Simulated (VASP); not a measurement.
Energy against volume of CdTe (zinc blende). Computed with PBE GGA, VASP's PBE PAW potentials (set 64) (plane waves; VASP). Settings: 520 eV cut-off, 7×7×7 Γ-centred mesh, Gaussian smearing of 0.050 eV, potentials Cd Te.

```tsv
V (Å³/atom)	E (eV/atom)
34.164	-2.38921
35.254	-2.40157
36.345	-2.40539
37.435	-2.40203
```

### Question
Fit these four points and predict the energy of the run at 38.525 Å³/atom.

### Answer
A cubic in V^(−2/3), the third-order Birch-Murnaghan form, passes through the four points with V0 = 36.35 Å³/atom and B0 = 35 GPa, and gives -2.3926 eV/atom there. The run gave -2.3926 eV/atom, +0.0 meV/atom from the fit; all five points give B0 = 35 GPa.

The compound is CdTe in the zinc blende structure. It was relaxed first, which changed the volume by +7 %.
